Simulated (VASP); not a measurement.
An input for Quantum ESPRESSO's pw.x (written as the equivalent of a VASP run, and not itself run):

```
&CONTROL
  calculation = 'vc-relax'
  pseudo_dir = './pseudo'
  outdir = './out'
  tprnfor = .true.
  tstress = .true.
  nstep = 60
  forc_conv_thr = 0.00039
/
&SYSTEM
  ibrav = 0
  nat = 2
  ntyp = 2
  ecutwfc = 88
  occupations = 'smearing'
  smearing = 'gaussian'
  degauss = 0.003675
  input_dft = 'vdw-df2'
/
&ELECTRONS
  conv_thr = 7.3e-08
  electron_maxstep = 100
/
&IONS
/
&CELL
/
ATOMIC_SPECIES
  Be 9.012 Be.upf
  Te 127.600 Te.upf
CELL_PARAMETERS angstrom
     0.0000000    2.8150000    2.8150000
     2.8150000    0.0000000    2.8150000
     2.8150000    2.8150000    0.0000000
ATOMIC_POSITIONS crystal
  Be   0.0000000  0.0000000  0.0000000
  Te   0.2500000  0.2500000  0.2500000
K_POINTS automatic
  7 7 7 0 0 0
```

Q: Write the VASP files for the same calculation (vdW-DF2).

A: One answer among several that fit: 
File KPOINTS:
```
Regular mesh
0
G
  7 7 7
```

POSCAR:
```
BeTe
1.0
  0.0000000000   2.8150000000   2.8150000000
  2.8150000000   0.0000000000   2.8150000000
  2.8150000000   2.8150000000   0.0000000000
Be Te
1 1
direct
  0.0000000000   0.0000000000   0.0000000000
  0.2500000000   0.2500000000   0.2500000000
```

INCAR:
```
GGA  =  ML
ZAB_VDW  =  -1.8867
LREAL  =  .FALSE.   # projection in real space or not
NELM  =  100   # most electronic steps
LUSE_VDW  =  .TRUE.
ENCUT  =  520   # plane-wave cut-off (eV)
EDIFF  =  1E-6
ISMEAR  =  0   # Gaussian
LMAXMIX  =  4
SYSTEM  =  BeTe
LCHARG  =  .FALSE.
IBRION  =  2   # conjugate gradients
EDIFFG  =  -0.01   # ionic stop
ISIF  =  3   # ions, shape and volume
NSW  =  60   # most ionic steps
AGGAC  =  0.0
LASPH  =  .TRUE.   # aspherical one-centre terms
PREC  =  Accurate
ALGO  =  Normal   # blocked Davidson
LWAVE  =  .FALSE.
SIGMA  =  0.05
```

POTCAR, in this order: Be Te (PBE.64 set). Program: vasp_std.

Limits of the translation: the potentials are each code's own (VASP's PAW set, PseudoDojo norm-conserving files in pw.x), so ENCUT and ecutwfc are chosen apart and not converted; conv_thr bounds pw.x's estimated SCF error, while EDIFF bounds the energy change between steps; forc_conv_thr acts on force components and is met together with etot_conv_thr.

The compound is BeTe in the zinc blende structure. This run relaxes it. Symmetry was kept, so distortions that lower it aren't found.
